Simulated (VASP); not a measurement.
Given:

```
CELL_PARAMETERS angstrom
      1.58610    -2.74721     0.00000
      1.58610     2.74721     0.00000
      0.00000     0.00000     5.07960
ATOMIC_POSITIONS crystal
  Al 0.66667 0.33333 0.50000
  Al 0.33333 0.66667 0.00000
  N  0.66667 0.33333 0.88200
  N  0.33333 0.66667 0.38200
```

The numbers are results of PBE GGA, VASP's PBE PAW potentials (set 64) (plane waves; VASP), not measurements. Run with 520 eV cut-off, KSPACING 0.35 per Å, Gaussian smearing of 0.050 eV, potentials Al N.

Q: Give the stress tensor in GPa (positive for a compressed cell).

A: 
```
-7.46   0.00   0.00
 0.00  -7.46   0.00
 0.00   0.00  -6.77
```
The pressure is its mean diagonal, -7.23 GPa.

The compound is AlN in the wurtzite structure. The cell was not relaxed at this level. The run is one of a series of settings (KGAMMA = .FALSE., KSPACING = 0.35, KPOINTS file removed against the base run), some of them coarse on purpose.
